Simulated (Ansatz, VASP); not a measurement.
# Two plane-wave programs on AlB2P3

```
Al B P
1.0
     3.41537    0.00000    0.00000
    -1.70768    2.95779    0.00000
     0.00000    0.00000    8.64960
Al B P
1 2 3
Direct
  0.33333 0.66667 0.67072
  0.00000 0.00000 0.01931
  0.66667 0.33333 0.31878
  0.00000 0.00000 0.24725
  0.66667 0.33333 0.54716
  0.33333 0.66667 0.94678
```

Alike in both runs: functional PBE; k mesh 12 × 12 × 4; occupations gaussian, width 0.01 eV; no spin polarisation.

Ansatz relaxed the structure, and its values are those at the end. VASP's run is a single point on that final structure, the one shown.

```csv
,VASP,Ansatz
version,VASP 6.6.1,Ansatz 0.2.0
potentials or method,"VASP PAW PBE potentials, release 64 (Al, B, P)","scalar-relativistic, plane waves, PAW"
plane-wave cutoff (eV),520,420
valence electrons in the cell,24,24
```

```tsv
	VASP	Ansatz	Ansatz less VASP
gap on the k mesh at the Fermi level (eV)	0.21	0.22	+0.005
least direct gap on the mesh (eV)	1.46	1.46	+0.002
pressure (GPa)	-0.2	0.0	+0.15
rms of the force components (eV/Å)	0.004	0.004	-0.0001
```

With one functional, cell and mesh, what is left measures potentials, basis and numerics.
